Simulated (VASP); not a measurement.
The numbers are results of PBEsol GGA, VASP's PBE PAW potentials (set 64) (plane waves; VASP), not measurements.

A VASP calculation is set up with these files.

**POSCAR**
```
Zr2Al
1
   -3.4032470000     3.4032470000     2.6726530000
    3.4032470000    -3.4032470000     2.6726530000
    3.4032470000     3.4032470000    -2.6726530000
Zr Al
4 2
Direct
  0.3486000000   0.1514000000   0.5000000000
  0.6514000000   0.8486000000   0.5000000000
  0.1514000000   0.6514000000   0.8028000000
  0.8486000000   0.3486000000   0.1972000000
  0.2500000000   0.2500000000   0.0000000000
  0.7500000000   0.7500000000   0.0000000000
```

### INCAR
```
SYSTEM = Zr2Al
PREC = Accurate
ENCUT = 300
EDIFF = 1E-6
NELM = 100
ALGO = Normal
LREAL = .FALSE.
LASPH = .TRUE.
ISMEAR = 0
SIGMA = 0.1
GGA = PS
LMAXMIX = 4
LWAVE = .FALSE.
LCHARG = .FALSE.
ISIF = 3
IBRION = 2
NSW = 50
EDIFFG = -0.01
```

**KPOINTS**
```
Automatic mesh
0
Gamma
5 5 5
0 0 0
```

POTCAR, in this order: Zr_sv Al (PBE.64 set). Program: vasp_std.

Task: What will the output report for the number of irreducible k-points (NKPTS), largest plane-wave count, number of space-group operations, FFT grid (NGX, NGY, NGZ)?

Result: 
```yaml
number of irreducible k-points (NKPTS): 18
largest_plane_wave_count: 1471
number_of_space_group_operations: 16
FFT grid (NGX, NGY, NGZ): 32 × 32 × 32
```

The structure comes from a computed database's Zr2Al entry (I4/mcm); how it stands against other phases isn't given here. This run relaxes it. Symmetry was kept, so distortions that lower it aren't found. The k-mesh is coarse (spacing up to 0.30 per Å, 2π included), so the numbers may not be converged in it. The run is one of a series of settings (EDIFFG = -0.01, IBRION = 2, ISIF = 3, NSW = 50 against the base run), some of them coarse on purpose.
